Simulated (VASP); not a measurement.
Computed with r2SCAN meta-GGA, VASP's PBE PAW potentials (set 64) (plane waves; VASP).

Input for VASP

### POSCAR
```
Al(211) slab
1
    6.8976284733     0.0000000000     0.0000000000
    0.0000000000     2.8159444843    -0.0000000000
   -0.0000000000    -0.0000000000    24.5041542455
Al
12
Direct
  0.6666670000   0.2500000000   0.3175450000
  1.0000000000   0.7500000000   0.3507180000
  0.3333330000   0.2500000000   0.3838920000
  0.6666670000   0.7500000000   0.4170660000
  0.0000000000   0.2500000000   0.4502390000
  0.3333330000   0.7500000000   0.4834130000
  0.6666670000   0.2500000000   0.5165870000
  0.0000000000   0.7500000000   0.5497610000
  0.3333330000   0.2500000000   0.5829340000
  0.6666670000   0.7500000000   0.6161080000
  0.0000000000   0.2500000000   0.6492820000
  0.3333330000   0.7500000000   0.6824550000
```

File KPOINTS:
```
K-points
0
Gamma
4 10 1
0 0 0
```

INCAR:
```
# general
SYSTEM  = Al(211) slab
PREC    = Normal
ENCUT   = 400
LREAL   = .FALSE.
LASPH   = .TRUE.

# electronic loop
EDIFF   = 1E-5
NELM    = 100
NELMIN  = 4
ALGO    = Normal
LMIXTAU = .TRUE.

# smearing
ISMEAR  = 1
SIGMA   = 0.1

# functional
METAGGA = R2SCAN

# ions
IBRION  = 2
NSW     = 50
ISIF    = 2
EDIFFG  = -0.03

# output
LWAVE   = .TRUE.
LCHARG  = .FALSE.

# other
LDIPOL  = .TRUE.
IDIPOL  = 3
DIPOL   = 0.5 0.5 0.5
```

POTCAR, in this order: Al (PBE.64 set). Program: vasp_std.

Output of the run:

OUTCAR:
```
 ion  position               nearest neighbor table
   1  0.667  0.250  0.318-   2 2.82   2 2.82   4 2.82   4 2.82   3 2.82
   2  0.000  0.750  0.351-   1 2.82   1 2.82   5 2.82   5 2.82   3 2.82   3 2.82   4 2.82
   3  0.333  0.250  0.384-   5 2.82   6 2.82   6 2.82   1 2.82   2 2.82   2 2.82   4 2.82   4 2.82
  LATTYP: Found a simple orthorhombic cell.
 ALAT       =     2.8159444843
 B/A-ratio  =     2.4494902196
 C/A-ratio  =     8.7019308733
 Subroutine PRICEL returns:
 Original cell was already a primitive cell.
 Subroutine GETGRP returns: Found  4 space group operations
The static configuration has the point symmetry S_2 .
 The point group associated with its full space group is C_2h.
The dynamic configuration has the point symmetry S_2 .
 Subroutine INISYM returns: Found  4 space group operations
 Subroutine IBZKPT returns following result:
 Found     18 irreducible k-points:

 Following reciprocal coordinates:
            Coordinates               Weight
  0.000000  0.000000  0.000000      1.000000
  0.250000  0.000000  0.000000      2.000000
  0.500000  0.000000  0.000000      1.000000
  0.000000  0.100000  0.000000      2.000000
  0.250000  0.100000  0.000000      4.000000
  0.500000  0.100000  0.000000      2.000000
  0.000000  0.200000  0.000000      2.000000
  0.250000  0.200000  0.000000      4.000000
  0.500000  0.200000  0.000000      2.000000
  0.000000  0.300000  0.000000      2.000000
  0.250000  0.300000  0.000000      4.000000
  0.500000  0.300000  0.000000      2.000000
  0.000000  0.400000  0.000000      2.000000
  0.250000  0.400000  0.000000      4.000000
  0.500000  0.400000  0.000000      2.000000
  0.000000  0.500000  0.000000      1.000000
  0.250000  0.500000  0.000000      2.000000
  0.500000  0.500000  0.000000      1.000000
   k-points           NKPTS =     18   k-points in BZ     NKDIM =     18   number of bands    NBANDS=     25
   number of dos      NEDOS =    301   number of ions     NIONS =     12
...
```

### OSZICAR
```
...
DAV:  14    -0.785245236988E+02    0.54390E-01   -0.18358E-03  1278   0.238E-01    0.124E-01
DAV:  15    -0.784823895709E+02    0.42134E-01   -0.10342E-03  1041   0.180E-01    0.123E-01
DAV:  16    -0.784520932223E+02    0.30296E-01   -0.40244E-04  1135   0.116E-01    0.123E-01
DAV:  17    -0.783092584650E+02    0.14283E+00   -0.15039E-02   906   0.699E-01    0.512E-01
DAV:  18    -0.782758138350E+02    0.33445E-01   -0.54001E-03  1023   0.447E-01    0.277E-01
DAV:  19    -0.782734232994E+02    0.23905E-02   -0.12788E-04  1307   0.645E-02    0.295E-01
DAV:  20    -0.782755802863E+02   -0.21570E-02   -0.56912E-05   956   0.519E-02    0.220E-01
DAV:  21    -0.782665691111E+02    0.90112E-02   -0.10685E-03   908   0.202E-01    0.271E-02
DAV:  22    -0.782565971918E+02    0.99719E-02   -0.46762E-03   906   0.442E-01    0.265E-01
DAV:  23    -0.782530999357E+02    0.34973E-02   -0.19861E-03   922   0.323E-01    0.241E-01
DAV:  24    -0.782529659381E+02    0.13400E-03   -0.80334E-05  1156   0.643E-02    0.234E-01
DAV:  25    -0.782526724094E+02    0.29353E-03   -0.51923E-06   712   0.207E-02    0.236E-01
DAV:  26    -0.782528112653E+02   -0.13886E-03   -0.66818E-05   894   0.628E-02    0.236E-01
DAV:  27    -0.782525416697E+02    0.26960E-03   -0.15943E-03   900   0.306E-01    0.220E-01
DAV:  28    -0.782526747546E+02   -0.13308E-03   -0.35218E-03   900   0.294E-01    0.162E-01
DAV:  29    -0.782526928242E+02   -0.18070E-04   -0.71845E-05  1149   0.418E-02    0.166E-01
DAV:  30    -0.782527028599E+02   -0.10036E-04   -0.25803E-06   666   0.128E-02    0.167E-01
DAV:  31    -0.782526826425E+02    0.20217E-04   -0.41624E-05   804   0.516E-02    0.167E-01
DAV:  32    -0.782524365247E+02    0.24612E-03   -0.10719E-04   892   0.638E-02    0.165E-01
DAV:  33    -0.782525087107E+02   -0.72186E-04   -0.14574E-05   726   0.272E-02    0.176E-01
DAV:  34    -0.782524793197E+02    0.29391E-04   -0.40549E-05   904   0.300E-02    0.195E-01
DAV:  35    -0.782524955693E+02   -0.16250E-04   -0.34833E-05   781   0.374E-02    0.218E-01
DAV:  36    -0.782515313790E+02    0.96419E-03   -0.18997E-04   976   0.758E-02    0.196E-01
DAV:  37    -0.782516134875E+02   -0.82109E-04   -0.26613E-05   828   0.284E-02    0.121E-01
DAV:  38    -0.782515588046E+02    0.54683E-04   -0.19282E-05   769   0.246E-02    0.938E-02
DAV:  39    -0.782521285417E+02   -0.56974E-03   -0.45142E-05   860   0.357E-02    0.758E-02
DAV:  40    -0.782517510180E+02    0.37752E-03   -0.29130E-05   791   0.247E-02    0.569E-02
DAV:  41    -0.782522244066E+02   -0.47339E-03   -0.43280E-05   854   0.322E-02    0.505E-02
DAV:  42    -0.782522276365E+02   -0.32299E-05   -0.53334E-06   620   0.120E-02
   1 F= -.78252228E+02 E0= -.78253103E+02  d E =-.782522E+02
       N       E                     dE             d eps       ncg     rms          rms(c)
DAV:   1    -0.782630266096E+02   -0.10802E-01   -0.92357E-02   917   0.158E+00    0.166E-01
DAV:   2    -0.782632173743E+02   -0.19076E-03   -0.57002E-03  1082   0.409E-01    0.944E-02
DAV:   3    -0.782632424038E+02   -0.25029E-04   -0.47185E-04  1285   0.118E-01    0.762E-02
DAV:   4    -0.782632421825E+02    0.22125E-06   -0.34346E-05   991   0.370E-02
   2 F= -.78263242E+02 E0= -.78264117E+02  d E =-.110145E-01
       N       E                     dE             d eps       ncg     rms          rms(c)
DAV:   1    -0.782700683333E+02   -0.68259E-02   -0.89535E-02   916   0.155E+00    0.156E-01
DAV:   2    -0.782700227327E+02    0.45601E-04   -0.50916E-03  1037   0.397E-01    0.905E-02
DAV:   3    -0.782700383321E+02   -0.15599E-04   -0.43070E-04  1315   0.118E-01    0.833E-02
DAV:   4    -0.782700546097E+02   -0.16278E-04   -0.30540E-05   919   0.408E-02    0.673E-02
DAV:   5    -0.782701262039E+02   -0.71594E-04   -0.50840E-05   873   0.473E-02    0.160E-02
DAV:   6    -0.782701546177E+02   -0.28414E-04   -0.20787E-05   736   0.340E-02    0.108E-02
DAV:   7    -0.782701586974E+02   -0.40797E-05   -0.73418E-06   638   0.247E-02
   3 F= -.78270159E+02 E0= -.78271073E+02  d E =-.179311E-01
       N       E                     dE             d eps       ncg     rms          rms(c)
DAV:   1    -0.782728651970E+02   -0.27106E-02   -0.36222E-01   916   0.312E+00    0.338E-01
DAV:   2    -0.782724738151E+02    0.39138E-03   -0.20743E-02  1046   0.800E-01    0.155E-01
DAV:   3    -0.782725444922E+02   -0.70677E-04   -0.18097E-03  1306   0.243E-01    0.144E-01
DAV:   4    -0.782726674064E+02   -0.12291E-03   -0.12720E-04  1222   0.747E-02    0.125E-01
DAV:   5    -0.782729244656E+02   -0.25706E-03   -0.84543E-05   928   0.673E-02    0.659E-02
DAV:   6    -0.782732425187E+02   -0.31805E-03   -0.17542E-04   920   0.835E-02    0.168E-02
DAV:   7    -0.782732172837E+02    0.25235E-04   -0.14383E-05   819   0.301E-02    0.156E-02
DAV:   8    -0.782732328846E+02   -0.15601E-04   -0.10978E-05   706   0.300E-02    0.703E-03
DAV:   9    -0.782732891008E+02   -0.56216E-04   -0.42099E-05   822   0.548E-02    0.247E-03
DAV:  10    -0.782732513452E+02    0.37756E-04   -0.18515E-05   731   0.375E-02    0.171E-03
DAV:  11    -0.782732902955E+02   -0.38950E-04   -0.16243E-05   724   0.327E-02    0.107E-03
DAV:  12    -0.782733048456E+02   -0.14550E-04   -0.63684E-06   618   0.228E-02    0.515E-04
DAV:  13    -0.782732962330E+02    0.86126E-05   -0.28377E-06   593   0.151E-02
   4 F= -.78273296E+02 E0= -.78274204E+02  d E =-.210686E-01
       N       E                     dE             d eps       ncg     rms          rms(c)
DAV:   1    -0.782738461516E+02   -0.54131E-03   -0.29042E-02   916   0.882E-01    0.952E-02
DAV:   2    -0.782738456550E+02    0.49656E-06   -0.16409E-03  1048   0.225E-01    0.438E-02
DAV:   3    -0.782738403914E+02    0.52636E-05   -0.13232E-04  1329   0.630E-02    0.407E-02
DAV:   4    -0.782738453987E+02   -0.50073E-05   -0.62413E-06   670   0.176E-02
   5 F= -.78273845E+02 E0= -.78274778E+02  d E =-.216178E-01
       N       E                     dE             d eps       ncg     rms          rms(c)
DAV:   1    -0.782798362243E+02   -0.59958E-02   -0.71519E-02   900   0.153E+00    0.151E-01
DAV:   2    -0.782796611610E+02    0.17506E-03   -0.25663E-03  1155   0.297E-01    0.562E-02
DAV:   3    -0.782797194106E+02   -0.58250E-04   -0.25527E-04  1205   0.108E-01    0.454E-02
DAV:   4    -0.782797905008E+02   -0.71090E-04   -0.26751E-05   778   0.429E-02    0.375E-02
DAV:   5    -0.782800138601E+02   -0.22336E-03   -0.93888E-05   892   0.693E-02    0.729E-03
DAV:   6    -0.782800168347E+02   -0.29746E-05   -0.14416E-05   727   0.323E-02
   6 F= -.78280017E+02 E0= -.78280843E+02  d E =-.617144E-02
       N       E                     dE             d eps       ncg     rms          rms(c)
DAV:   1    -0.782852726542E+02   -0.52588E-02   -0.52493E-01   900   0.414E+00    0.403E-01
DAV:   2    -0.782839843193E+02    0.12883E-02   -0.19020E-02  1151   0.798E-01    0.162E-01
DAV:   3    -0.782853536279E+02   -0.13693E-02   -0.16029E-03  1252   0.251E-01    0.134E-01
DAV:   4    -0.782859118790E+02   -0.55825E-03   -0.21269E-04  1089   0.114E-01    0.118E-01
DAV:   5    -0.782868113334E+02   -0.89945E-03   -0.67679E-04   901   0.176E-01    0.210E-02
DAV:   6    -0.782869015984E+02   -0.90265E-04   -0.68665E-05   969   0.637E-02    0.188E-02
DAV:   7    -0.782869079044E+02   -0.63061E-05   -0.20552E-05   728   0.372E-02
   7 F= -.78286908E+02 E0= -.78287417E+02  d E =-.130625E-01
       N       E                     dE             d eps       ncg     rms          rms(c)
DAV:   1    -0.782886140430E+02   -0.17124E-02   -0.69768E-02   910   0.138E+00    0.109E-01
DAV:   2    -0.782886713147E+02   -0.57272E-04   -0.29417E-03  1193   0.296E-01    0.539E-02
DAV:   3    -0.782887052778E+02   -0.33963E-04   -0.20136E-04  1253   0.856E-02    0.487E-02
DAV:   4    -0.782887440718E+02   -0.38794E-04   -0.23902E-05   774   0.376E-02    0.363E-02
DAV:   5    -0.782887481775E+02   -0.41057E-05   -0.46709E-05   846   0.452E-02
   8 F= -.78288748E+02 E0= -.78289210E+02  d E =-.184027E-02
```

**OUTCAR**
```
------------------------ aborting loop because EDIFF is reached ----------------------------------------
  FORCE on cell =-STRESS in cart. coord.  units (eV):
  Direction    XX          YY          ZZ          XY          YZ          ZX
  --------------------------------------------------------------------------------------
  Total       -1.4242469     -4.8577804     -0.0118516      0.0000000      0.0000000     -0.1760220
  in kB       -4.7943778    -16.3525263     -0.0398955      0.0000000      0.0000000     -0.5925349
  external PRESSURE =      -7.0622665 kB  Pullay stress =       0.0000000 kB
  volume of cell :      475.95
      direct lattice vectors                 reciprocal lattice vectors
     6.897628473  0.000000000  0.000000000     0.144977365  0.000000000  0.000000000
     0.000000000  2.815944484  0.000000000     0.000000000  0.355120637  0.000000000
     0.000000000  0.000000000 24.504154246     0.000000000  0.000000000  0.040809407
 POSITION                                       TOTAL-FORCE (eV/Angst)
 -----------------------------------------------------------------------------------
      4.64197      0.70399      7.78193        -0.007449      0.000000     -0.006170
      6.87210      2.11196      8.59838         0.009301     -0.000000      0.011286
      2.29971      0.70399      9.30493         0.022118     -0.000000     -0.002830
      4.58735      2.11196     10.22512         0.013880      0.000000     -0.000098
      6.88069      0.70399     11.02419        -0.016935      0.000000      0.001780
      2.30552      2.11196     11.81290        -0.005444      0.000000     -0.012075
      4.59211      0.70399     12.69126         0.005444      0.000000      0.012075
      0.01694      2.11196     13.47997         0.016935      0.000000     -0.001780
      2.31028      0.70399     14.27904        -0.013880      0.000000      0.000098
      4.59792      2.11196     15.19923        -0.022118      0.000000      0.002830
      0.02553      0.70399     15.90577        -0.009301      0.000000     -0.011286
      2.25566      2.11196     16.72223         0.007449      0.000000      0.006170
 -----------------------------------------------------------------------------------
    total drift:                                0.000000     -0.000000      0.000000
  FREE ENERGIE OF THE ION-ELECTRON SYSTEM (eV)
  ---------------------------------------------------
  free  energy   TOTEN  =       -78.2887481775 eV

  energy  without entropy=      -78.2901342037  energy(sigma->0) =      -78.28921019

 reached required accuracy - stopping structural energy minimisation
```
(Selected blocks of OUTCAR.)

File CONTCAR:
```
Al(211) slab
   1.00000000000000
     6.8976284733000002    0.0000000000000000    0.0000000000000000
     0.0000000000000000    2.8159444843000001    0.0000000000000000
     0.0000000000000000    0.0000000000000000   24.5041542455000005
  Al
    12
Direct
     0.6729801404093019    0.2500000000000000    0.3175758151049977
     0.9962985388581770    0.7500000000000000    0.3508949661443487
     0.3334060902572498    0.2500000000000000    0.3797286384188825
     0.6650618174210022    0.7500000000000000    0.4172809175217152
     0.9975447759725892    0.2500000000000000    0.4498905914822941
     0.3342479391046878    0.7500000000000000    0.4820773997382070
     0.6657520608953121    0.2500000000000000    0.5179226002617932
     0.0024552240274109    0.7500000000000000    0.5501094085177057
     0.3349381825789977    0.2500000000000000    0.5827190824782846
     0.6665939097427502    0.7500000000000000    0.6202713615811175
     0.0037014611418231    0.2500000000000000    0.6491050338556512
     0.3270198595906982    0.7500000000000000    0.6824241848950021
```

### OUTCAR
```
 val. band max:        0.8396973548   @ k =   0.0000   0.3000   0.0000

 cond. band min:       0.8744910970   @ k =   0.0000   0.4000   0.0000


 Fermi energy:         0.8464267406

 k-point     1 :       0.0000    0.0000    0.0000
  band No.  band energies     occupation
      1     -10.8241      2.00000
      2      -9.7860      2.00000
      3      -8.2360      2.00000
      4      -7.5759      2.00000
      5      -7.5395      2.00000
      6      -6.5296      2.00000
      7      -6.4358      2.00000
      8      -6.2697      2.00000
      9      -4.8778      2.00000
     10      -4.4929      2.00000
     11      -4.0690      2.00000
     12      -2.5584      2.00000
     13      -2.2494      2.00000
     14      -1.8449      2.00000
     15      -0.7102      2.00000
     16       0.6946      2.05363
     17       0.9120      0.11313
     18       1.8595     -0.00000
     19       1.8694     -0.00000
     20       2.0266     -0.00000
     21       2.8740      0.00000
     22       3.0099      0.00000
     23       3.3788      0.00000
     24       3.5682      0.00000
     25       4.4732      0.00000

 k-point     2 :       0.2500    0.0000    0.0000
  band No.  band energies     occupation
      1     -10.6199      2.00000
      2      -9.6033      2.00000
      3      -8.9531      2.00000
      4      -8.2187      2.00000
      5      -7.6656      2.00000
      6      -6.5830      2.00000
      7      -5.7930      2.00000
      8      -5.4841      2.00000
      9      -4.7693      2.00000
     10      -4.3961      2.00000
     11      -3.2044      2.00000
     12      -2.9224      2.00000
     13      -2.1885      2.00000
     14      -1.0359      2.00000
     15      -0.8895      2.00000
     16      -0.7270      2.00000
     17       0.0578      2.00000
     18       0.4687      2.00000
     19       1.4785     -0.00000
     20       1.9624     -0.00000
     21       2.2033     -0.00000
     22       3.0648      0.00000
     23       3.9080      0.00000
...
```

The cell is a thin slab with vacuum, built from Al (fcc): (211) face.
